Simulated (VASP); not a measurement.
MoS$_{2}$ (2H layered) relaxed at rising pressure, in one space group throughout; other phases were not tried. The pressures are those reached. These are LDA (Ceperley-Alder, Perdew-Zunger), VASP's LDA PAW potentials (set 64) (plane waves; VASP 6.6.1) values and carry that method's errors.

```
P (GPa)  V (Å³/atom)   k-mesh
-------  -----------  -------
-0.01         16.935    8×8×2
5.04          15.792    8×8×2
10.00         15.110    8×8×2
19.95         14.157    9×9×2
30.06         13.453  12×12×3
```

A change of mesh leaves a small step in the series.

**Question.** Fit an equation of state and predict the volume at 44.92 GPa.

**Answer.** Least squares on the third-order Birch-Murnaghan form, P = (3B0/2)(y⁷ − y⁵)[1 + (3/4)(B′ − 4)(y² − 1)] with y = (V0/V)^(1/3), gives V0 = 16.905 Å³/atom, B0 = 60 GPa and B′ = 7.1, and so 12.730 Å³/atom. The run gave 12.617 Å³/atom, -0.9 % from the fit.

Pressures at which the relaxation failed are left out.

The compound is MoS2 in the 2H layered structure.
